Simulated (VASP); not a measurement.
```
CSi
1.0
    1.53757    -2.66315     0.00000
    1.53757     2.66315     0.00000
    0.00000     0.00000     5.04814
Si C
2 2
Direct
  0.66667   0.33333   0.49960
  0.33333   0.66667   0.99960
  0.66667   0.33333   0.87540
  0.33333   0.66667   0.37540
```

Computed with AM05 GGA, VASP's PBE PAW potentials (set 64) (plane waves; VASP 6.6.1). Run with 520 eV cut-off, Gaussian smearing of 0.050 eV, potentials Si C.

Task: Give the energies of bands 3 to 11 at the high-symmetry points, in eV from the valence-band maximum.

Result: 
```json
[
 {"band": "3", "Γ": "-8.76", "M": "-7.78", "K": "-6.82", "A": "-4.46", "L": "-8.31", "H": "-7.78"},
 {"band": "4", "Γ": "-1.32", "M": "-6.31", "K": "-6.25", "A": "-4.46", "L": "-8.31", "H": "-7.78"},
 {"band": "5", "Γ": "-1.32", "M": "-5.48", "K": "-6.25", "A": "-0.71", "L": "-2.46", "H": "-5.71"},
 {"band": "6", "Γ": "-0.11", "M": "-3.35", "K": "-4.09", "A": "-0.71", "L": "-2.46", "H": "-5.71"},
 {"band": "7", "Γ": "0.00", "M": "-3.34", "K": "-4.09", "A": "-0.71", "L": "-2.35", "H": "-1.75"},
 {"band": "8", "Γ": "0.00", "M": "-1.20", "K": "-3.88", "A": "-0.71", "L": "-2.35", "H": "-1.75"},
 {"band": "9", "Γ": "4.78", "M": "2.67", "K": "2.13", "A": "5.86", "L": "3.19", "H": "5.00"},
 {"band": "10", "Γ": "6.21", "M": "4.13", "K": "8.08", "A": "5.86", "L": "3.19", "H": "5.00"},
 {"band": "11", "Γ": "6.59", "M": "6.84", "K": "8.77", "A": "7.27", "L": "5.17", "H": "5.91"}
]
```

The gap is indirect, 2.13 eV, from the valence maximum at Γ to the conduction minimum at K.

Measured: gap 3.33 eV (computed value off by -1.20 eV), as given by Daiki Deguchi et al., Japanese Journal of Applied Physics (2016), arXiv:1512.06930.

The compound is SiC in the wurtzite structure, the rare 2H polytype. It was relaxed first.
